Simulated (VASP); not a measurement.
A VASP calculation is set up with these files.

KPOINTS:
```
Automatic mesh
0
Gamma
13 13 13
0 0 0
```

**INCAR**
```
# general
SYSTEM  = Ce
PREC    = Accurate
ENCUT   = 300   # plane-wave cut-off (eV)
LREAL   = .FALSE.
LASPH   = .TRUE.

# electronic loop
EDIFF   = 1E-6   # SCF stop (eV)
NELM    = 100   # most electronic steps
ALGO    = Normal
LMAXMIX = 6

# smearing
ISMEAR  = -1   # Fermi-Dirac
SIGMA   = 0.1

# functional
GGA     = PE

# spin
ISPIN   = 2   # spin-polarised
MAGMOM  = 1.0

# ions
ISIF    = 2   # forces and stress, cell fixed

# output
LWAVE   = .FALSE.
LCHARG  = .FALSE.
LORBIT  = 11   # lm-projected
```

File POSCAR:
```
Ce
1
    3.3757400000     0.0000000000     0.0000000000
    0.0000000000     3.3757400000     0.0000000000
    0.0000000000     0.0000000000     3.3757400000
Ce
1
Direct
  0.0000000000   0.0000000000   0.0000000000
```

POTCAR, in this order: Ce (PBE.64 set). Program: vasp_std.

**Question.** Translate this PBE calculation to Ansatz.

**Answer.** One equivalent input (not run):
Ansatz 0.2 input:
```yaml
crystal:
  lattice:
    - [3.3757400, 0.0000000, 0.0000000]
    - [0.0000000, 3.3757400, 0.0000000]
    - [0.0000000, 0.0000000, 3.3757400]
  atoms:
    - { symbol: Ce, position: [0.0000000, 0.0000000, 0.0000000], spin: 1 }
kpoints:
  mp_grid: { grid: [13, 13, 13] }
hamiltonian:
  xc: pbe
  pseudopotentials: { kind: paw }
magnetization: { spin_polarized: true }
scf:
  occupations: { method: fermi_dirac, width: 0.1 }
  max_iter: 100
output: { forces: true, stress: true, eigenvalues: true }
```
The two are equivalent in intent, not identical: each code has its own PAW files, so the cut-off isn't converted (ENCUT is set for VASP's; basis.ecutwfc is left out, and Ansatz then takes the one that its files recommend); Ansatz stops its SCF on the density residual and VASP on the energy change (EDIFF).

The structure was generated: Ce was put into an ordered model structure, which need not be its known phase. The cell was not relaxed at this level.
